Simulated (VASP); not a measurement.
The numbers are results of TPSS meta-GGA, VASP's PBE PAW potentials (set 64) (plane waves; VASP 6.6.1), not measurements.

The input files of a VASP run:

### KPOINTS
```
kpoints
0
G
 14 14 7
```

**POSCAR**
```
Zn
1
    1.3300000000    -2.3036280000     0.0000000000
    1.3300000000     2.3036280000     0.0000000000
    0.0000000000     0.0000000000     4.9500000000
Zn
2
Direct
  0.3333330000   0.6666670000   0.2500000000
  0.6666670000   0.3333330000   0.7500000000
```

INCAR:
```
ALGO  =  Normal
EDIFF  =  1E-6
ENCUT  =  400
ISIF  =  2
ISMEAR  =  1
LASPH  =  .TRUE.
LCHARG  =  .FALSE.
LMAXMIX  =  4
LMIXTAU  =  .TRUE.
LREAL  =  .FALSE.
LWAVE  =  .FALSE.
METAGGA  =  TPSS
NELM  =  100
PREC  =  Accurate
SIGMA  =  0.1
SYSTEM  =  Zn
```

POTCAR, in this order: Zn (PBE.64 set). Program: vasp_std.

The resulting files:

**OUTCAR**
```
 ion  position               nearest neighbor table
   1  0.333  0.667  0.250-   2 2.91   2 2.91   2 2.91   2 2.91   2 2.91   2 2.91
   2  0.667  0.333  0.750-   1 2.91   1 2.91   1 2.91   1 2.91   1 2.91   1 2.91
  LATTYP: Found a hexagonal cell.
 ALAT       =     2.6600003689
 C/A-ratio  =     1.8609019976
 Subroutine PRICEL returns:
 Original cell was already a primitive cell.
 Subroutine GETGRP returns: Found 24 space group operations
The static configuration has the point symmetry D_3d.
 The point group associated with its full space group is D_6h.
The dynamic configuration has the point symmetry D_3d.
 Subroutine INISYM returns: Found 24 space group operations
 Subroutine IBZKPT returns following result:
 Found     96 irreducible k-points:

 Following reciprocal coordinates:
            Coordinates               Weight
  0.000000  0.000000  0.000000      1.000000
  0.071429 -0.000000  0.000000      6.000000
  0.142857 -0.000000  0.000000      6.000000
  0.214286 -0.000000  0.000000      6.000000
  0.285714  0.000000  0.000000      6.000000
  0.357143 -0.000000  0.000000      6.000000
  0.428571 -0.000000  0.000000      6.000000
  0.500000 -0.000000  0.000000      3.000000
  0.071429  0.071429  0.000000      6.000000
  0.142857  0.071429  0.000000     12.000000
  0.214286  0.071429  0.000000     12.000000
  0.285714  0.071429  0.000000     12.000000
  0.357143  0.071429  0.000000     12.000000
  0.428571  0.071429  0.000000     12.000000
  0.142857  0.142857  0.000000      6.000000
  0.214286  0.142857  0.000000     12.000000
  0.285714  0.142857  0.000000     12.000000
  0.357143  0.142857  0.000000     12.000000
  0.428571  0.142857  0.000000      6.000000
  0.214286  0.214286  0.000000      6.000000
  0.285714  0.214286  0.000000     12.000000
  0.357143  0.214286  0.000000     12.000000
...
```

### OSZICAR
```
       N       E                     dE             d eps       ncg     rms          rms(c)
DAV:   1     0.958249055348E+02    0.95825E+02   -0.12872E+04  3128   0.243E+03
DAV:   2    -0.102986850673E+02   -0.10612E+03   -0.10431E+03  3208   0.368E+02
DAV:   3    -0.163547740649E+02   -0.60561E+01   -0.60340E+01  4168   0.109E+02
DAV:   4    -0.163914700585E+02   -0.36696E-01   -0.36691E-01  3888   0.971E+00
DAV:   5    -0.163916983148E+02   -0.22826E-03   -0.22825E-03  4280   0.654E-01    0.399E+00
DAV:   6     0.363955723400E+02    0.52787E+02   -0.15567E+04  3072   0.810E+04    0.686E+00
DAV:   7    -0.127804584241E+04   -0.13144E+04   -0.13393E+04  4120   0.431E+03    0.317E+00
DAV:   8    -0.179646311836E+02    0.12601E+04   -0.24228E+02  3072   0.852E+01    0.125E+00
DAV:   9    -0.180390589815E+02   -0.74428E-01   -0.13936E+00  3944   0.571E+00    0.162E+00
DAV:  10     0.217573926356E+03    0.23561E+03   -0.12821E+05  3072   0.533E+05    0.917E+00
DAV:  11    -0.139721576952E+04   -0.16148E+04   -0.14230E+04  3416   0.754E+03    0.219E+00
DAV:  12    -0.184094982170E+02    0.13788E+04   -0.10024E+03  3072   0.563E+01    0.992E-01
DAV:  13    -0.180232102876E+02    0.38629E+00   -0.10263E+00  3808   0.763E+00    0.818E-01
DAV:  14    -0.180228835586E+02    0.32673E-03   -0.19287E-02  3624   0.162E+00    0.756E-01
DAV:  15    -0.180235143706E+02   -0.63081E-03   -0.11125E-03  3968   0.522E-01    0.640E-01
DAV:  16    -0.180252813216E+02   -0.17670E-02   -0.10920E-03  3384   0.458E-01    0.413E-01
DAV:  17    -0.180252003494E+02    0.80972E-04   -0.42648E-04  3896   0.312E-01    0.256E-01
DAV:  18    -0.180250604878E+02    0.13986E-03   -0.31427E-04  3320   0.153E-01    0.198E-01
DAV:  19    -0.180247428161E+02    0.31767E-03   -0.10551E-04  3904   0.118E-01    0.178E-01
DAV:  20    -0.180243416702E+02    0.40115E-03   -0.12540E-04  3272   0.844E-02    0.135E-01
DAV:  21    -0.180243954963E+02   -0.53826E-04   -0.58747E-06  3536   0.279E-02    0.127E-01
DAV:  22    -0.180244106200E+02   -0.15124E-04   -0.38451E-06  3056   0.234E-02    0.115E-01
DAV:  23    -0.180245547724E+02   -0.14415E-03   -0.79307E-06  3632   0.311E-02    0.105E-01
DAV:  24    -0.180247703365E+02   -0.21556E-03   -0.21810E-05  3856   0.631E-02    0.792E-02
DAV:  25    -0.180249641186E+02   -0.19378E-03   -0.21278E-05  3728   0.508E-02    0.560E-02
DAV:  26    -0.180250764301E+02   -0.11231E-03   -0.11176E-05  3536   0.320E-02    0.375E-02
DAV:  27    -0.180251580971E+02   -0.81667E-04   -0.15225E-05  3520   0.361E-02    0.160E-02
DAV:  28    -0.180251739110E+02   -0.15814E-04   -0.39241E-06  3328   0.185E-02    0.597E-03
DAV:  29    -0.180251753589E+02   -0.14478E-05   -0.49725E-07  1704   0.632E-03    0.244E-03
DAV:  30    -0.180251757310E+02   -0.37218E-06   -0.87116E-08  1576   0.274E-03
   1 F= -.18025176E+02 E0= -.18025019E+02  d E =-.471337E-03
```

**OUTCAR**
```
------------------------ aborting loop because EDIFF is reached ----------------------------------------
  FORCE on cell =-STRESS in cart. coord.  units (eV):
  Direction    XX          YY          ZZ          XY          YZ          ZX
  --------------------------------------------------------------------------------------
  Total       -1.3540489     -1.3540494     -1.9378270      0.0000000      0.0000000     -0.0000000
  in kB      -71.5230060    -71.5230324   -102.3590840      0.0000000      0.0000000     -0.0000000
  external PRESSURE =     -81.8017075 kB  Pullay stress =       0.0000000 kB
  volume of cell :       30.33
      direct lattice vectors                 reciprocal lattice vectors
     1.330000000 -2.303628000  0.000000000     0.375939850 -0.217048933  0.000000000
     1.330000000  2.303628000  0.000000000     0.375939850  0.217048933  0.000000000
     0.000000000  0.000000000  4.950000000     0.000000000  0.000000000  0.202020202
 POSITION                                       TOTAL-FORCE (eV/Angst)
 -----------------------------------------------------------------------------------
      1.33000      0.76788      1.23750        -0.000000      0.000000      0.000000
      1.33000     -0.76788      3.71250         0.000000     -0.000000      0.000000
 -----------------------------------------------------------------------------------
    total drift:                                0.000000      0.000075      0.000003
  FREE ENERGIE OF THE ION-ELECTRON SYSTEM (eV)
  ---------------------------------------------------
  free  energy   TOTEN  =       -18.0251757310 eV

  energy  without entropy=      -18.0247043939  energy(sigma->0) =      -18.02501862
```
(Selected blocks of OUTCAR.)

The compound is Zn in the hcp structure. The cell was not relaxed at this level. The run is one of a series of settings (GGA removed, LMIXTAU = .TRUE., METAGGA = TPSS against the base run), some of them coarse on purpose.
